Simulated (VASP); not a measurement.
These are PBEsol GGA, VASP's PBE PAW potentials (set 64) (plane waves; VASP) values and carry that method's errors.

VASP input:

**KPOINTS**
```
Automatic mesh
0
Gamma
7 7 7
0 0 0
```

File POSCAR:
```
CeO2
1
    0.0000000000     2.6766222230     2.6766222230
    2.6766222230     0.0000000000     2.6766222230
    2.6766222230     2.6766222230     0.0000000000
Ce O
1 2
Direct
  0.0000000000   0.0000000000   0.0000000000
  0.2500000000   0.2500000000   0.2500000000
  0.7500000000   0.7500000000   0.7500000000
```

### INCAR
```
! general
SYSTEM  = CeO2
PREC    = Accurate
ENCUT   = 620
LREAL   = .False.
LASPH   = .True.

! electronic loop
EDIFF   = 1E-6
NELM    = 100
ALGO    = Normal
LMAXMIX = 6

! smearing
ISMEAR  = 0
SIGMA   = 0.05

! functional
GGA     = PS

! ions
IBRION  = 2
NSW     = 40
ISIF    = 3
EDIFFG  = -0.02
PSTRESS = 100

! output
LWAVE   = .False.
LCHARG  = .False.
```

POTCAR, in this order: Ce O (PBE.64 set). Program: vasp_std.

Energy and stress use the plane-wave basis of the starting cell.

Task: Estimate the energy per atom (σ→0), volume per atom.

Result: 
* **energy per atom (σ→0)**: -9.165 eV/atom
* **volume per atom**: 12.50 Å³/atom

File OSZICAR:
```
...
DAV:   5    -0.274940360474E+02    0.69243E-03   -0.91496E-03  1000   0.849E-01    0.341E-01
DAV:   6    -0.274942760989E+02   -0.24005E-03   -0.16242E-03  1208   0.332E-01    0.931E-02
DAV:   7    -0.274943880118E+02   -0.11191E-03   -0.45572E-04  1056   0.147E-01    0.443E-02
DAV:   8    -0.274943407680E+02    0.47244E-04   -0.82030E-04  1032   0.239E-01    0.153E-02
DAV:   9    -0.274943450543E+02   -0.42863E-05   -0.49486E-05   832   0.416E-02    0.149E-02
DAV:  10    -0.274943475296E+02   -0.24754E-05   -0.10167E-05   768   0.215E-02    0.784E-03
DAV:  11    -0.274943471564E+02    0.37319E-06   -0.16790E-06   440   0.126E-02
   3 F= -.25153148E+02 E0= -.25153148E+02  d E =-.135541E-01
```

The compound is CeO2 in the fluorite structure. This run relaxes it under an external pressure of 10 GPa. Symmetry was kept, so distortions that lower it aren't found. The run is not spin-polarised, so no magnetic state was tried.
